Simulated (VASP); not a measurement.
# Ti2RuC3 (Immm) in VASP: notebook

Runs on Ti2RuC3. Level: PBE. Tasks: single point, relaxation of cell and atoms.

Program: VASP 6.6.1. These are calculated values, not measurements. Logs are shortened: lines on timing, memory, paths and dates and some standing lists are left out, and cuts for length are marked.

## Step 1: The crystal as given

Symmetry: Immm, No. 71, orthorhombic system. Conventional cell: a = 3.089 Å, b = 4.340 Å, c = 8.966 Å, α = 90.00°, β = 90.00°, γ = 90.00°. Ti (site symmetry mm2) is surrounded by 6 C at 2.13 to 2.17 Å. Around Ru (site symmetry mmm) lie 6 C at 2.16 to 2.17 Å. C (site symmetry mm2) is surrounded by 4 Ti at 2.13 to 2.17 Å and 2 Ru at 2.16 Å. Around C (site symmetry mmm) lie 4 Ti at 2.16 Å and 2 Ru at 2.17 Å.

The cell was built by a generator and needn't be a form met in nature.

## Step 2: Single point, PBE

File INCAR:

```
SYSTEM = Ti2RuC3
ALGO     = Fast           ! electronic algorithm
EDIFF    = 1E-5           ! SCF threshold, eV
ENCUT    = 520            ! plane-wave cutoff, eV
GGA      = PE             ! functional
ISIF     = 2              ! what is computed and relaxed
ISMEAR   = 0              ! smearing method
KPAR     = 4            
LASPH    = .TRUE.         ! aspherical terms in the spheres
LCHARG   = .FALSE.        ! write CHGCAR
LREAL    = Auto         
LWAVE    = .FALSE.        ! write WAVECAR
NELM     = 80             ! most SCF steps
PREC     = Normal         ! precision mode
SIGMA    = 0.15           ! smearing width, eV
```

File KPOINTS:

```
k-points
0
G
  4 4 4
  0 0 0
```

File POSCAR:

```
Ti2RuC3
1.0
   -1.5444400000      2.1700000000      4.4829000000
    1.5444400000     -2.1700000000      4.4829000000
    3.0888800000      4.3400000000     -8.9658000000
Ti Ru C
4 2 6
Direct
    0.3318780000      0.3318780000      0.0000000000
    0.3318780000      0.3318780000      0.5000000000
    0.6681220000      0.6681220000      0.0000000000
    0.6681220000      0.6681220000      0.5000000000
    0.0000000000      0.0000000000      0.0000000000
    0.0000000000      0.0000000000      0.5000000000
    0.1687670000      0.6687670000      0.2500000000
    0.1687670000      0.6687670000      0.7500000000
    0.8312330000      0.3312330000      0.2500000000
    0.8312330000      0.3312330000      0.7500000000
    0.5000000000      0.0000000000      0.2500000000
    0.5000000000      0.0000000000      0.7500000000
```

Potentials or basis: VASP PAW PBE potentials, release 64 (Ti_sv, Ru_pv, C).

On the command line:

```console
cat potpaw_PBE.64/Ti_sv/POTCAR potpaw_PBE.64/Ru_pv/POTCAR potpaw_PBE.64/C/POTCAR > POTCAR
mpirun -np 4 vasp_std > vasp.out
```

OUTCAR:

```text
SYSTEM = Ti2RuC3
   EDIFF = 1E-5
   ENCUT = 520
   GGA = PE
   ISIF = 2
   ISMEAR = 0
   LASPH = .TRUE.
   LREAL = Auto
   NELM = 80
   PREC = Normal

 ion  position               nearest neighbor table
   1  0.332  0.332  0.000-   7 2.13   8 2.13  12 2.16  11 2.16   9 2.17  10 2.17   5 2.98   5 3.06
                             6 3.06   5 3.06   6 3.06
   2  0.332  0.332  0.500-   8 2.13   7 2.13  11 2.16  12 2.16  10 2.17   9 2.17   6 2.98   6 3.06
                             5 3.06   6 3.06   5 3.06
   3  0.668  0.668  0.000-   9 2.13  10 2.13  11 2.16  12 2.16   8 2.17   7 2.17   5 2.98   5 3.06
                             6 3.06   5 3.06   6 3.06
   4  0.668  0.668  0.500-  10 2.13   9 2.13  12 2.16  11 2.16   7 2.17   8 2.17   6 2.98   6 3.06
                             5 3.06   6 3.06   5 3.06
   5  0.000  0.000  0.000-   7 2.16   8 2.16   9 2.16  10 2.16  11 2.17  12 2.17   3 2.98   1 2.98
                             3 3.06   2 3.06   4 3.06   1 3.06   3 3.06   1 3.06   4 3.06   2 3.06
   6  0.000  0.000  0.500-   8 2.16   7 2.16  10 2.16   9 2.16  12 2.17  11 2.17   4 2.98   2 2.98
                             1 3.06   4 3.06   3 3.06   2 3.06   4 3.06   2 3.06   3 3.06   1 3.06
   7  0.169  0.669  0.250-   2 2.13   1 2.13   6 2.16   5 2.16   4 2.17   3 2.17
   8  0.169  0.669  0.750-   1 2.13   2 2.13   5 2.16   6 2.16   3 2.17   4 2.17
   9  0.831  0.331  0.250-   4 2.13   3 2.13   5 2.16   6 2.16   1 2.17   2 2.17
  10  0.831  0.331  0.750-   3 2.13   4 2.13   6 2.16   5 2.16   2 2.17   1 2.17
  11  0.500  0.000  0.250-   4 2.16   2 2.16   3 2.16   1 2.16   6 2.17   5 2.17
  12  0.500  0.000  0.750-   3 2.16   1 2.16   4 2.16   2 2.16   5 2.17   6 2.17

  LATTYP: Found a base centered monoclinic cell.
 ALAT       =     5.3269859822
 B/A-ratio  =     1.6830905938
 C/A-ratio  =     1.0000000000
 COS(beta)  =    -0.3275361214

  Lattice vectors:

 A1 = (   1.5444400000,  -2.1700000000,   4.4829000000)
 A2 = (   1.5444400000,  -2.1700000000,  -4.4829000000)
 A3 = (   3.0888800000,   4.3400000000,   0.0000000000)

Analysis of symmetry for initial positions (statically):
=====================================================================
 Subroutine PRICEL returns following result:

  LATTYP: Found a body centered orthorhombic cell.
 ALAT       =     3.0888800000
 B/A-ratio  =     1.4050400145
 C/A-ratio  =     2.9026054751

  Lattice vectors:

 A1 = (  -1.5444400000,   2.1700000000,   4.4829000000)
 A2 = (   1.5444400000,  -2.1700000000,   4.4829000000)
 A3 = (   1.5444400000,   2.1700000000,  -4.4829000000)

   2 primitive cells build up your supercell.

 Routine SETGRP: Setting up the symmetry group for a
 base centered monoclinic supercell.

 Subroutine GETGRP returns: Found  4 space group operations
 (whereof  4 operations were pure point group operations)
[... 154 lines left out ...]
     AMIX     =   0.40;   BMIX     =  1.00
     AMIX_MAG =   1.60;   BMIX_MAG =  1.00
  volume/ion in A,a.u.               =      10.02        67.59
  Fermi-wavevector in a.u.,A,eV,Ry     =   1.539743  2.909692 32.256806  2.370808
  Thomas-Fermi vector in A             =   2.645928
   LORBIT       =      0    0 simple, 1 ext, 2 COOP (PROOUT), +10 PAW based schemes
   GGA     = PE    functional components
   LHFCALC =     F    Hartree Fock is set to
   AEXX    =    0.0000 exact exchange contribution
   IVDW    =     0    specifies the selected vdW correction
   LEPSILON=     F    determine dielectric tensor
   LRPA    =     F    only Hartree local field effects (RPA)
 non-spin polarized calculation
 RMM-DIIS sequential band-by-band and
 Gauss-broadening in eV      SIGMA  =   0.15
  energy-cutoff  :      520.00
  volume of cell :      120.19
 maximum number of plane-waves:      3256
   NGX = 19   NGY = 19   NGZ = 39

 number of electron     100.0000000 magnetization

 number of electron      99.9999972 magnetization

 Free energy of the ion-electron system (eV)
  ---------------------------------------------------
  ext. energy  EPLUGINS =         0.00000000
  ---------------------------------------------------
  free energy    TOTEN  =      -108.41012115 eV

  energy without entropy =     -108.32141049  energy(sigma->0) =     -108.36576582

 E-fermi :  10.6191     XC(G=0): -13.0816

 val. band max:       10.5849607573   @ k =  -0.0000   0.2500   0.0000
 cond. band min:      10.6214676501   @ k =   0.2500  -0.0000   0.2500
 fundamental gap:      0.0365068929
 Fermi energy:        10.6191218970

 k-point     1 :       0.0000    0.0000    0.0000
  band No.  band energies     occupation
      1     -46.3861      2.00000
      2     -46.3367      2.00000
      3     -46.3221      2.00000
      4     -46.3177      2.00000
      5     -32.8940      2.00000
      6     -32.8870      2.00000
[... 1501 lines left out ...]
     59      13.1786      0.00000
     60      13.5830      0.00000

------------------------ aborting loop because EDIFF is reached ----------------------------------------

  FORCE on cell =-STRESS in cart. coord.  units (eV):
  Direction    XX          YY          ZZ          XY          YZ          ZX
  --------------------------------------------------------------------------------------
  -------------------------------------------------------------------------------------
  Total       -0.1842081      0.1386186      0.3060063     -0.1473974      0.0000000      0.0000000
  in kB       -2.4554979      1.8477884      4.0790701     -1.9648103      0.0000000      0.0000000
  external PRESSURE =       1.1571202 kB  Pullay stress =       0.0000000 kB

 VOLUME and BASIS-vectors are now :
 -----------------------------------------------------------------------------
  energy-cutoff  :      520.00
  volume of cell :      120.19
      direct lattice vectors                 reciprocal lattice vectors
    -1.544440000  2.170000000  4.482900000     0.000000000  0.230414747  0.111534944
     1.544440000 -2.170000000  4.482900000     0.323741939  0.000000000  0.111534944
     3.088880000  4.340000000 -8.965800000     0.161870969  0.115207373  0.000000000

 POSITION                                       TOTAL-FORCE (eV/Angst)
 -----------------------------------------------------------------------------------
      0.00000      0.00000      2.97555        -0.000000      0.000000      0.047187
      1.54444      2.17000     -1.50735        -0.000000      0.000000      0.047187
      0.00000      0.00000      5.99025         0.000000     -0.000000     -0.047187
      1.54444      2.17000      1.50735         0.000000     -0.000000     -0.047187
      0.00000      0.00000      0.00000         0.000000     -0.000000      0.000000
      1.54444      2.17000     -4.48290         0.000000     -0.000000      0.000000
      1.54444      0.00000      1.51313         0.000000      0.000000      0.009007
      3.08888      2.17000     -2.96977         0.000000     -0.000000      0.009007
      0.00000      2.17000      2.96977         0.000000      0.000000     -0.009007
      1.54444      4.34000     -1.51313         0.000000     -0.000000     -0.009007
      0.00000      2.17000      0.00000         0.000000     -0.000000      0.000000
      1.54444      4.34000     -4.48290         0.000000     -0.000000      0.000000
 -----------------------------------------------------------------------------------
    total drift:                               -0.000000     -0.000000      0.000000

  FREE ENERGIE OF THE ION-ELECTRON SYSTEM (eV)
  ---------------------------------------------------
  free  energy   TOTEN  =      -108.4101211473 eV

  energy  without entropy=     -108.3214104924  energy(sigma->0) =     -108.36576582
```

OSZICAR:

```text
N       E                     dE             d eps       ncg     rms          rms(c)
DAV:   1     0.142882242243E+04    0.14288E+04   -0.50069E+04  2880   0.199E+03
DAV:   2     0.827090084833E+02   -0.13461E+04   -0.13124E+04  2880   0.629E+02
DAV:   3    -0.117544987220E+03   -0.20025E+03   -0.19373E+03  4216   0.202E+02
[... 18 lines left out ...]
RMM:  22    -0.108410081396E+03   -0.25914E-04   -0.28837E-04  3672   0.486E-02    0.551E-02
RMM:  23    -0.108410098378E+03   -0.16981E-04   -0.23972E-04  3654   0.444E-02    0.323E-02
RMM:  24    -0.108410108817E+03   -0.10440E-04   -0.14610E-04  3427   0.395E-02    0.190E-02
RMM:  25    -0.108410116620E+03   -0.78033E-05   -0.10760E-04  3296   0.345E-02    0.114E-02
RMM:  26    -0.108410121147E+03   -0.45269E-05   -0.67133E-05  3056   0.305E-02
   1 F= -.10841012E+03 E0= -.10836577E+03  d E =-.887107E-01
```

stdout:

```text
POSCAR found type information on POSCAR TiRuC
 POSCAR found :  3 types and      12 ions
 scaLAPACK will be used
 LDA part: xc-table for (Slater+PW92), standard interpolation
 POSCAR, INCAR and KPOINTS ok, starting setup
 FFT: planning ... GRIDC
 FFT: planning ... GRID_SOFT
 FFT: planning ... GRID
 WAVECAR not read
 entering main loop
```

It took 2 min on 4 MPI ranks of Intel Xeon Platinum 8488C (Sapphire Rapids), shared host; peak memory 0.29 GiB.

Results:

```yaml
Free_energy: -108.4101 eV
Pressure: 0.1 GPa
Largest_force: 0.047 eV/Å
Band_gap_on_the_k_mesh: none (metal or under the smearing width)
```

Forces on the atoms (eV/Å):
```
Ti   0.000  0.000  0.047
Ti   0.000  0.000  0.047
Ti   0.000  0.000 -0.047
Ti   0.000  0.000 -0.047
Ru   0.000  0.000  0.000
Ru   0.000  0.000  0.000
C    0.000  0.000  0.009
C    0.000  0.000  0.009
C    0.000  0.000 -0.009
C    0.000  0.000 -0.009
C    0.000  0.000  0.000
C    0.000  0.000  0.000
```

Caveat: the k mesh is coarse (spacing up to 0.54 Å⁻¹), so the values aren't converged.

(Continued in part 2 of 2.)
